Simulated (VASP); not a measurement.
Here is the system:

```
CELL_PARAMETERS angstrom
      0.00000     2.92007     2.92007
      2.92007     0.00000     2.92007
      2.92007     2.92007     0.00000
ATOMIC_POSITIONS crystal
  Al 0.25000 0.25000 0.25000
  Al 0.75000 0.75000 0.75000
  Pt 0.00000 0.00000 0.00000
```

Computed with r2SCAN meta-GGA, VASP's PBE PAW potentials (set 64) (plane waves; VASP). Numerical set-up: 520 eV cut-off, 9×9×9 Γ-centred mesh, first-order Methfessel-Paxton smearing of 0.10 eV, potentials Al Pt.

Unless said otherwise, spin-orbit coupling is left out, though it shifts the bands of the heavy elements here.

### Question
What does the run give for the energy per atom (σ→0), pressure, band gap (on the k-mesh) with the smallest direct gap where there is one?

### Answer

The band gap (on the k-mesh) is none (metal, semimetal or under 0.01 eV) and the energy per atom (σ→0) comes out as -2183.7 kJ/mol of atoms. The pressure comes out as 4.69 GPa.

Total energies compare only between runs with the same potentials, cut-off and functional.

The compound is PtAl2 in the fluorite structure. This cell is one point of a volume scan, at 0.97 of the reference volume.
